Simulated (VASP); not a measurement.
Given:

```
BeZn3Te4
1.0
   -0.00020     5.95650     5.95827
    5.95650    -0.00020     5.95827
    2.97815     2.97815     0.00000
Zn Te Be
3 4 1
Cartesian
  5.95630   5.95630  11.90232
  5.96835   8.92241   8.93976
  8.92241   5.96835   8.93976
  1.48908   1.48908   1.48900
  4.40078   1.55552   4.53415
  1.55552   4.40078   4.53415
  4.46723   4.46723   7.32555
  5.95630   5.95630   5.95973
```

Calculation: PBEsol GGA, VASP's PBE PAW potentials (set 64) (plane waves; VASP). Run with 400 eV cut-off, 4×4×7 Γ-centred mesh, tetrahedra with Blöchl corrections, potentials Zn Te Be.

The cores are frozen, which limits the accuracy of field gradients.

Problem. Give the principal components of the electric field gradient (V/Å²) and the asymmetry η at each nucleus.

Solution. 
```csv
atom,Vxx,Vyy,Vzz,η
Zn1,-5.4,-0.7,6.2,0.77
Zn2,3.2,2.5,-5.8,0.12
Zn3,3.2,2.5,-5.8,0.12
Te4,3.0,2.3,-5.3,0.12
Te5,-11.3,-7.8,19.1,0.18
Te6,-11.3,-7.8,19.1,0.18
Te7,9.6,7.6,-17.2,0.11
Be8,0.4,0.1,-0.5,0.76
```

The structure was generated: BeZn3Te4 was put into an ordered model structure (Amm2), which need not be its known phase. It was relaxed first.
